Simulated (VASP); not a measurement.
Energy against volume of TiN (rock salt). All values below come from PW91 GGA, VASP's PBE PAW potentials (set 64) (plane waves; VASP). Numerical set-up: 520 eV cut-off, 15×15×15 Γ-centred mesh, first-order Methfessel-Paxton smearing of 0.10 eV, potentials Ti_sv N.

```json
[
 {"V (Å³/atom)": "9.015", "E (eV/atom)": "-9.81254"},
 {"V (Å³/atom)": "9.303", "E (eV/atom)": "-9.83833"},
 {"V (Å³/atom)": "9.591", "E (eV/atom)": "-9.84660"},
 {"V (Å³/atom)": "9.878", "E (eV/atom)": "-9.83989"}
]
```

Task: Fit these four points and predict the energy of the run at 10.166 Å³/atom.

Result: A cubic in V^(−2/3), the third-order Birch-Murnaghan form, passes through the four points with V0 = 9.60 Å³/atom and B0 = 277 GPa, and gives -9.8203 eV/atom there. The run gave -9.8204 eV/atom, -0.1 meV/atom from the fit; all five points give B0 = 276 GPa.

The compound is TiN in the rock salt structure. It was relaxed first.
